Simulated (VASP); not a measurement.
# Zn2C: single point with r2SCAN

Crystal: Zn2C.

```
C Zn
1.0
     0.00000    2.68107    2.68107
     2.68107    0.00000    2.68107
     2.68107    2.68107    0.00000
C Zn
1 2
Direct
  0.00000 0.00000 0.00000
  0.25000 0.25000 0.25000
  0.75000 0.75000 0.75000
```

The cell was built by a generator and needn't be a form met in nature.

The cell isn't the ideal one: hydrostatic strain +4.0%.

```yaml
Program: VASP 6.6.1
Task: single point
Functional: r2SCAN
Potentials_or_basis: VASP PAW PBE potentials, release 64 (C, Zn)
Cutoff: 520 eV
k_mesh: 8 × 8 × 8
Occupations: fermi-dirac, width 0.02 eV
Spin: no spin polarisation
Dipole_correction: no
Further_INCAR_settings: ALGO = Normal; EDIFF = 1e-07; NBANDS = 21
```

| Property | Result |
| --- | --- |
| Pressure | -12.7 GPa |
| Band gap on the k mesh | none (metal or under the smearing width) |

Levels at points of the mesh, in eV from the Fermi level:
```csv
k point,band 12,band 13,band 14,band 15,band 16,band 17
"(0.00, 0.00, 0.00)",-0.40,-0.01,-0.01,-0.01,4.36,4.37
"(0.50, 0.00, 0.00)",-7.06,-1.09,-1.09,0.58,5.26,5.26
"(0.50, 0.50, 0.00)",-5.34,-3.39,-3.39,1.07,1.43,7.28
```

Wall time 86 s on 1 thread of AMD EPYC 7R13 Processor (Zen 3) (shared host), peak memory 0.14 GiB.

Caveat: the PAW data sets were made with another functional, which shifts forces and pressure a little.
